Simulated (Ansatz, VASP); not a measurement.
**BaZn3: VASP beside Ansatz**

File INCAR:

```
SYSTEM = BaZn3
PREC = Accurate
ENCUT = 600
EDIFF = 1E-7
ISMEAR = 0
SIGMA = 0.1
LREAL = .False.
LASPH = .True.
NELM = 60
ALGO = Normal
ISIF = 3
LWAVE = .False.
LCHARG = .False.
GGA = PE
IBRION = 2
NSW = 90
EDIFFG = -0.04
```

File KPOINTS:

```
Automatic mesh
0
Gamma
  4 4 4
  0 0 0
```

File POSCAR:

```
BaZn3
1.0
    4.2739636355      0.0000000000      0.0000000000
    0.0000000000      4.2739636355      0.0000000000
    0.0000000000      0.0000000000      4.2739636355
Ba Zn
1 3
Direct
    0.0000000000      0.0000000000      0.0000000000
    0.0000000000      0.5000000000      0.5000000000
    0.5000000000      0.0000000000      0.5000000000
    0.5000000000      0.5000000000      0.0000000000
```

Input for Ansatz:

```yaml
crystal:
  lattice:
    - [4.2739636355, 0.0, 0.0]
    - [0.0, 4.2739636355, 0.0]
    - [0.0, 0.0, 4.2739636355]
  atoms:
    - { symbol: Ba, position: [0.0, 0.0, 0.0] }
    - { symbol: Zn, position: [0.0, 0.5, 0.5] }
    - { symbol: Zn, position: [0.5, 0.0, 0.5] }
    - { symbol: Zn, position: [0.5, 0.5, 0.0] }
basis:
  ecutwfc: 420
kpoints:
  mp_grid: { grid: [4, 4, 4] }
hamiltonian:
  xc: pbe
scf:
  occupations: { method: gaussian, width: 0.1 }
  lower_state_search: "off"
output:
  forces: true
  stress: true
  eigenvalues: true
relax:
  adjacent_minimum: "off"
  f_tol: 0.04
  max_steps: 70
  cell: { stress_tol: 0.4 }
```

Alike in both runs: task relaxation of cell and atoms; functional PBE; k mesh 4 × 4 × 4; occupations gaussian, width 0.1 eV; no spin polarisation.

|  | VASP | Ansatz |
| --- | --- | --- |
| version | VASP 6.6.1 | Ansatz 0.2.0 |
| potentials or method | VASP PAW PBE potentials, release 64 (Ba_sv, Zn) | scalar-relativistic, plane waves, PAW |
| plane-wave cutoff (eV) | 600 | 420 |
| valence electrons in the cell | 46 | 46 |

```tsv
	VASP	Ansatz	Ansatz less VASP
gap on the k mesh at the Fermi level, each at its own relaxed structure (eV)	none	none	-
relaxed volume (Å³/atom)	27.84	27.41	-0.435
relaxed cell length with the largest relative difference (Å)	4.811	4.786	-0.0252
energy change over the relaxation (meV/atom)	-324	-303	+20.9
```

A gap of «none» marks a metal or a gap that the smearing closes.

Caveats: the k mesh is coarse (spacing up to 0.37 Å⁻¹), so the values aren't converged; the volume moved by over 15 % at a fixed basis, so the end points are rough (VASP). The runs have no spin-orbit coupling, so splittings on Ba are missing.
